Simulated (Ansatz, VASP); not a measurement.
# Cross-check of SnSe (puckered SnSe bilayer, AB) between VASP and Ansatz

Wanted: the spread between two codes on one cell, functional and k mesh. The structure shown is the start of the Ansatz relaxation below; VASP solves that cell, so the two are compared at the walk's first step.

Main program and level: Ansatz 0.2.0; plane waves, with VASP 6.6.1 beside it; single point at PBE with D3(BJ).

## 1. Starting point

The cell holds 8 atoms: 4 Sn and 4 Se. Its edges and angles: a = 4.400 Å, b = 4.290 Å, c = 48.187 Å, α = 90.0°, β = 90.0°, γ = 90.0°. Vacuum lies along c.

## 2. Ansatz: relaxation, PBE with D3(BJ)

Ansatz runs on its default PAW (the set named soft_2) files.

The two programs are compared at the cell with which this relaxation starts, whose forces are those of its first step.

input.yaml reads:

```yaml
crystal:
  lattice:
    - [4.4, 0.0, 0.0]
    - [0.0, 4.29, 0.0]
    - [0.0, 0.0, 48.1871999996]
  atoms:
    - { symbol: Sn, position: [0.06, 0.0, 0.4108974998] }
    - { symbol: Se, position: [0.44, 0.5, 0.4129727397] }
    - { symbol: Se, position: [0.94, 0.0, 0.4667961616] }
    - { symbol: Sn, position: [0.56, 0.5, 0.4688714015] }
    - { symbol: Sn, position: [0.06, 0.5, 0.5311285985] }
    - { symbol: Se, position: [0.44, 0.0, 0.5332038384] }
    - { symbol: Se, position: [0.94, 0.5, 0.5870272603] }
    - { symbol: Sn, position: [0.56, 0.0, 0.5891025002] }
  periodic: [true, true, false]
kpoints:
  mp_grid: { grid: [8, 8, 1] }
hamiltonian:
  xc: pbe
  dispersion: d3bj
scf:
  occupations: { method: fermi_dirac, width: 0.05 }
  convergence: { dr2_threshold: 1.0e-09 }
relax:
  f_tol: 0.004
  max_steps: 90
  cell: {}
output:
  write_potential: true
  write_density: true
  volumetric_format: npy
```

The run is started by

```
> ansatz run input.yaml --threads 4 --pin off --max-ram 8192MiB --backend cpu --events-out ev --progress --plain --runs-dir out
```

Numbers of over 12 decimals in the logs are rounded to 6 here.

What it wrote:

```text
Warning: relax.cell: scf.convergence.dr2_threshold = 1e-9 eV is looser than the 2.31559201446e-10 eV advised for a relaxation that steers and ends on the stress (1e-10 eV for each atom of the cell: 8, times the square of relax.cell.stress_2d_tol = 0.05 N/m over 18.6 Å (the atoms' height at the walk's start and 5 Å past either face), 2.690e-2 GPa, over a crystal's default 0.05). What an SCF threshold leaves in a stress goes as its square root, and in the free energy as the threshold itself, and one threshold admits the most on a small cell: [figures from the program's tests cut] Set scf.convergence.dr2_threshold to 2.31559201446e-10 eV or tighter. [rest of the remark cut]
Engine: ansatz 0.2.0, x86_64-unknown-linux-gnu
Pseudopotentials: kind: paw
Pseudopotential: Sn, paw, valence charge 14, recommended cutoff 420 eV (normal), Sn.paw.azcp
Pseudopotential: Se, paw, valence charge 16, recommended cutoff 420 eV (normal), Se.paw.azcp
Functional definition: PBE
  parameter kappa = 0.804
  parameter beta = 0.066725
  exchange = pbe_x(kappa = kappa, mu = beta*pi^2/3)
  correlation = pbe_c(beta = beta)
Crystal: 8 atoms, lattice volume = 909.582 Å³
Basis set: ecut = 420 eV, 17829 PW (Γ), exchange–correlation on 60×60×648 points (8 copies of the dense FFT grid, shifted against one another)
Bands: 72, of which v1, the nominal top of the filled ones, is band 60 counted from 1 (59 counted from 0)
Symmetry: 4 space group operations
Space group: Pmc21 (ITA 26), of the structure as read, at distance tolerance 9.7e-5 Å
k-points: 25 of 64 (time reversal used)
Non-local potential: Sn, projectors of the file, l = 0: 2, l = 1: 2, l = 2: 2, l = 3: 2
Non-local potential: Se, projectors of the file, l = 0: 2, l = 1: 2, l = 2: 3, l = 3: 1
PAW form: soft (Blöchl's): semilocal exchange-correlation on the pseudo side does not see the compensation charge
PAW one-centre angular grid: Sn, 590 points (default); XC on 64 Gauss nodes
PAW one-centre angular grid: Se, 590 points (default); XC on 64 Gauss nodes
Initial density: superposition of atomic densities (neutral atoms: chi_scale 0, normalization atom), corrected by the library's trained network
Initial wavefunctions: pseudopotential atomic-orbital guess
Functional: x = pbe(κ = 0.804, μ = 0.219515), c = pbe(β = 0.066725)
SCF iter   1: F=—  HF=-45978.491387 eV  |F-HF|=—  |Δ(HF+E_count)|=         —  Δρ=8.64e-4  dr2=3.20e-2  ethr=1.77e-3  ⟨swp⟩=11.8  Hψ=9205  notcnv=0  defer=20
preconditioner: auto → Resta (q_TF=auto, 1.947 Å⁻¹)  ε∞=1.4  [insulator: Δε(μ)=1.137 eV  Ē_g=16.584 eV  σ=0.050 eV  W_gap=1.00  n_scr=108 (ndim 8)  ℏωp=11.0 eV  f_vac=0.738  D(μ)=0.00/eV (n_scr^D=0)  ε∞_Penn≈1.4  vacuum switching on, ρ_ref=2.0e-2 e/Å³]
SCF iter   2: F=—  HF=-45978.494338 eV  |F-HF|=—  |Δ(HF+E_count)|=   2.95e-3  Δρ=9.20e-4  dr2=1.06e-1  ethr=2.67e-5  ⟨swp⟩=4.2  Hψ=4129  notcnv=0  defer=108
SCF iter   3: F=—  HF=-45978.482617 eV  |F-HF|=—  |Δ(HF+E_count)|=   1.17e-2  Δρ=3.56e-4  dr2=3.16e-3  ethr=2.67e-5  ⟨swp⟩=2.4  Hψ=2193  notcnv=0  defer=108
SCF iter   4: F=—  HF=-45978.482779 eV  |F-HF|=—  |Δ(HF+E_count)|=   1.62e-4  Δρ=1.38e-4  dr2=1.70e-4  ethr=2.63e-6  ⟨swp⟩=3.1  Hψ=2694  notcnv=0  defer=108
SCF iter   5: F=—  HF=-45978.482952 eV  |F-HF|=—  |Δ(HF+E_count)|=   1.73e-4  Δρ=4.55e-5  dr2=1.82e-5  ethr=1.41e-7  ⟨swp⟩=3.0  Hψ=2952  notcnv=0  defer=108
SCF iter   6: F=—  HF=-45978.482902 eV  |F-HF|=—  |Δ(HF+E_count)|=   4.97e-5  Δρ=1.60e-5  dr2=2.44e-6  ethr=1.52e-8  ⟨swp⟩=3.0  Hψ=3007  notcnv=0  defer=108
SCF iter   7: F=—  HF=-45978.482956 eV  |F-HF|=—  |Δ(HF+E_count)|=   5.34e-5  Δρ=5.42e-6  dr2=3.68e-7  ethr=2.04e-9  ⟨swp⟩=2.9  Hψ=3177  notcnv=0  defer=108
SCF iter   8: F=—  HF=-45978.482956 eV  |F-HF|=—  |Δ(HF+E_count)|=   1.53e-7  Δρ=1.67e-6  dr2=2.76e-8  ethr=3.07e-10  ⟨swp⟩=3.0  Hψ=3108  notcnv=0  defer=108
SCF iter   9: F=—  HF=-45978.482956 eV  |F-HF|=—  |Δ(HF+E_count)|=   3.64e-8  Δρ=4.53e-7  dr2=2.69e-9  ethr=2.30e-11  ⟨swp⟩=3.0  Hψ=3057  notcnv=0  defer=108
SCF iter  10: F=-45978.482956 eV  HF=-45978.482956 eV  |F-HF|=1.51e-9  |Δ(HF+E_count)|=   4.37e-9  Δρ=1.32e-7  dr2=1.24e-10  ethr=1.00e-12  ⟨swp⟩=11.2  Hψ=11678  notcnv=0
SCF 1 converged in 10 iterations: F = -45978.482956 eV  dr2 = 1.24e-10
  greatest PAW one-centre occupation: 1.000 electrons in one spin orbital (limit 2), on the Se atom at site 2 (counted from 0), in its partial waves of l = 2
[...]
SCF iter   5: F=—  HF=-45978.792435 eV  |F-HF|=—  |Δ(HF+E_count)|=   5.31e-5  Δρ=1.93e-6  dr2=3.79e-8  ethr=1.20e-9  ⟨swp⟩=2.5  Hψ=2476  notcnv=0
SCF iter   6: F=—  HF=-45978.792435 eV  |F-HF|=—  |Δ(HF+E_count)|=   1.01e-8  Δρ=4.54e-7  dr2=1.75e-9  ethr=3.16e-11  ⟨swp⟩=3.0  Hψ=3102  notcnv=0
SCF iter   7: F=-45978.792435 eV  HF=-45978.792435 eV  |F-HF|=4.37e-11  |Δ(HF+E_count)|=  6.84e-10  Δρ=1.44e-7  dr2=2.03e-10  ethr=1.00e-12  ⟨swp⟩=11.1  Hψ=11438  notcnv=0
SCF 7 converged in 7 iterations: F = -45978.792435 eV  dr2 = 2.03e-10
relax step   7: F+E_penalty+E_count = -45978.79243525 eV  Δ(F+E_penalty+E_count) = -5.322e-5 eV  max|allowed force component| = 1.719e-3 eV/Å  Δτ_max = 0.0024 Å  P = +0.003 N/m  Ω = 897.466 Å³  energy of the carried Pulay correction = +5.118e-4 eV  fix = [c, alpha, beta]  reactions: c +0.000 N/m  (7 SCF iters, accepted)
Initial wavefunctions: pseudopotential atomic-orbital guess (no wavefunctions were taken with the density)
iter 1 solved again at ethr=1.15e-6 eV; its pass at ethr=3.10e-3 eV (dr2=1.38e-3 eV) is discarded
SCF iter   1: F=—  HF=-45978.792040 eV  |F-HF|=—  |Δ(HF+E_count)|=         —  Δρ=5.98e-6  dr2=6.58e-8  ethr=1.15e-6  ⟨swp⟩=5.2  Hψ=14787  notcnv=0
eigensolver tolerance schedule: the retry pair's looser diagonalisation over-reported the residual by 21022.67 of it (diagonalisation noise at an unbounded share of the residual, at the tolerance the schedule requests for it); recorded, not acted on — ethr = c·dr2/N_el stays at c = 1.0e-1
SCF iter   2: F=—  HF=-45978.791991 eV  |F-HF|=—  |Δ(HF+E_count)|=   4.92e-5  Δρ=3.91e-6  dr2=4.60e-8  ethr=5.48e-11  ⟨swp⟩=6.0  Hψ=6489  notcnv=0
SCF iter   3: F=—  HF=-45978.791991 eV  |F-HF|=—  |Δ(HF+E_count)|=   1.51e-8  Δρ=1.51e-6  dr2=7.78e-9  ethr=3.83e-11  ⟨swp⟩=2.6  Hψ=2851  notcnv=0
SCF iter   4: F=—  HF=-45978.791991 eV  |F-HF|=—  |Δ(HF+E_count)|=   1.10e-8  Δρ=5.74e-7  dr2=1.39e-8  ethr=6.49e-12  ⟨swp⟩=3.0  Hψ=3265  notcnv=0
SCF iter   5: F=—  HF=-45978.791991 eV  |F-HF|=—  |Δ(HF+E_count)|=   2.46e-9  Δρ=3.95e-7  dr2=3.77e-9  ethr=6.49e-12  ⟨swp⟩=2.7  Hψ=2261  notcnv=0
SCF iter   6: F=-45978.791991 eV  HF=-45978.791991 eV  |F-HF|=1.67e-10  |Δ(HF+E_count)|=  3.27e-10  Δρ=1.56e-7  dr2=1.77e-10  ethr=1.00e-12  ⟨swp⟩=12.7  Hψ=13618  notcnv=0
SCF 8 converged in 6 iterations: F = -45978.791991 eV  dr2 = 1.77e-10
relax step   8: F+E_penalty+E_count = -45978.79199097 eV  Δ(F+E_penalty+E_count) = +4.443e-4 eV  max|allowed force component| = 1.682e-3 eV/Å  Δτ_max = 0.0000 Å  P = -0.001 N/m  Ω = 897.466 Å³  fix = [c, alpha, beta]  reactions: c +0.000 N/m  stress off target by 7.86e-3 N/m on what of the cell is left free  SCF on the basis re-selected at this cell (its energy is not comparable with the rows above)  (6 SCF iters)
basis re-selected at this cell: Δ(F+E_penalty+E_count) = +4.443e-4 eV, ΔP = -0.004 N/m vs the last step (what re-selecting the basis moved, of the pressure what is left beyond the Pulay correction that the steps carried, after the strain that the cell walked since its last selection, with what the two solves' SCF thresholds leave and, on support functions, any second-order correction that the steps lacked; it is no m [...]
SCF converged after 6 iterations
Free energy (F): -45978.791991 eV
Harris-Foulkes:  -45978.791991 eV  (|F-HF|=1.67e-10)
Internal energy: -45978.791983 eV  (E = F + TS)
E sigma→0 (E₀):  -45978.791987 eV
Entropy (-TS):   -0.000008 eV (-0.001 meV/atom)
Fermi energy:    -3.960950 eV
--- Per-component energies (eV) ---
  E_band       = -3471.636419
  E_kinetic    = 1214.289658
  E_local      = -597924.444224  (includes V_loc(G=0)·N_el)
  E_nonlocal   = -2514.167085
  E_hartree    = 298528.362804
  E_xc         = -1949.112517
  E_vxc        = -777.889512  (∫ρ·V_xc dr)
  E_paw        = -24178.688026  (= ΣΔE_a)
  E_vpaw       = -526.148331  (= ΣTr[D̂ρ^β])
  E_aug_tail   = -0.002366  (compensation charges beyond the density's cutoff)
  E_ewald      = 280847.336062
  E_disp       = -2.366290  (pairwise vdW)
  E_smearing   = -0.000008  (= −TS)
  E_closure    = 0.000000  (closes the sum)
  Σ components = -45978.791991   (vs F -45978.791991, Δ=0.00e0)
--- Forces (eV/Å), atoms counted from 1 ---
  atom   1  Sn     0.00019586     0.00000000     0.00085224
  atom   2  Se    -0.00007293     0.00000000    -0.00120423
  atom   3  Se     0.00084252     0.00000000     0.00156041
  atom   4  Sn    -0.00096565    -0.00000000    -0.00168233
  atom   5  Sn    -0.00096565    -0.00000000     0.00168233
  atom   6  Se     0.00084252     0.00000000    -0.00156041
  atom   7  Se    -0.00007293     0.00000000     0.00120423
  atom   8  Sn     0.00019586     0.00000000    -0.00085224
  max |Σ_I F_I| component: 4.09e-7 eV/Å
--- 2D stress c σ (N/m, compression-positive) ---
        0.005568      -0.000000       0.000000
       -0.000000      -0.007859      -0.000000
        0.000000       0.000000       0.000000
  P = ½ c Tr σ = -0.0011 N/m
--- Band table (eV; the first three rows and the last of 25) ---
  k-point 0: bands = [... 56 lower, -6.0615, -6.0517, -4.8776, -4.7862, -3.3238, -1.7454, -1.4431, -1.2098, ... 8 higher]
  k-point 1: bands = [... 56 lower, -5.9101, -5.8084, -4.8924, -4.8627, -3.2564, -1.7204, -1.4326, -1.2984, ... 8 higher]
  k-point 2: bands = [... 56 lower, -5.3904, -5.3485, -5.0769, -4.9645, -2.9791, -2.4600, -2.3274, -2.0026, ... 8 higher]
  k-point 24: bands = [... 56 lower, -6.0616, -6.0616, -5.9764, -5.9764, -1.5078, -1.5078, -1.3323, -1.3323, ... 8 higher]
  the weakly bound empty levels are not read free of the cell's end (no_gap_told)
--- Relaxed structure (7 steps of the walk, 6 accepted, 1 SCFs on fresh bases) ---
  F+E_penalty+E_count = -45978.79199097 eV   max|allowed force component| = 1.682e-3 eV/Å   (the final SCF, on the basis selected at the relaxed cell)
  cell:  # Å, volume = 897.4656 Å³
    - [4.392041, 0.0, 0.0]
    - [0.0, 4.240526, 0.0]
    - [0.0, 0.0, 48.1871999996]
  atoms:
    - { symbol: Sn, position: [0.031965, 0, 0.410113] }
    - { symbol: Se, position: [0.466277, 0.5, 0.414494] }
    - { symbol: Se, position: [0.967638, 0, 0.466411] }
    - { symbol: Sn, position: [0.534120, 0.5, 0.470968] }
    - { symbol: Sn, position: [0.034120, 0.5, 0.529032] }
    - { symbol: Se, position: [0.467638, 0, 0.533589] }
    - { symbol: Se, position: [0.966277, 0.5, 0.585506] }
    - { symbol: Sn, position: [0.531965, 0, 0.589887] }
```

Reading the cycles: dr2 is the Hartree energy of the density residual (eV), the measure of convergence; HF is the Harris–Foulkes estimate of the energy, which meets the free energy F at convergence.

(Part 1 of 2 ends here.)

[Lines on the potential files, build, host, timing and source positions are cut from VASP's logs without a mark.]

[Logs are printed without paths, hosts, clocks, repeated set-up lines and the standing remarks that a program may print on its own settings, such as how far it seeks lower states.]

[Hosts, paths, dates, database ids (printed as entryN), source tags and the programs' standing remarks are cut or masked in the printed files.]
